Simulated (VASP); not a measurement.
Input:

```xyz
4
Lattice="3.1819 0.0000 0.0000 -1.5910 2.7556 0.0000 0.0000 0.0000 5.1811" Properties=species:S:1:pos:R:3 pbc="T T T"
Ga     1.5910     0.9185     3.0653
Ga     0.0000     1.8371     0.4748
N      1.5910     0.9185     5.0172
N      0.0000     1.8371     2.4266
```

These are PBEsol GGA, VASP's PBE PAW potentials (set 64) (plane waves; VASP 6.6.1) values and carry that method's errors. Settings: 520 eV cut-off, Gaussian smearing of 0.050 eV, potentials Ga_d N.

**Question.** What does the run give for the band gap (along the path) with the smallest direct gap where there is one?

**Answer.** 
The band gap (along the path) comes out as 1.90 eV. The smallest direct gap (along the path) comes out as 1.90 eV.

Total energies compare only between runs with the same potentials, cut-off and functional.

The structure comes from a measured GaN entry (P6_3mc) of the Crystallography Open Database, whose conditions weren't checked. It was relaxed first.
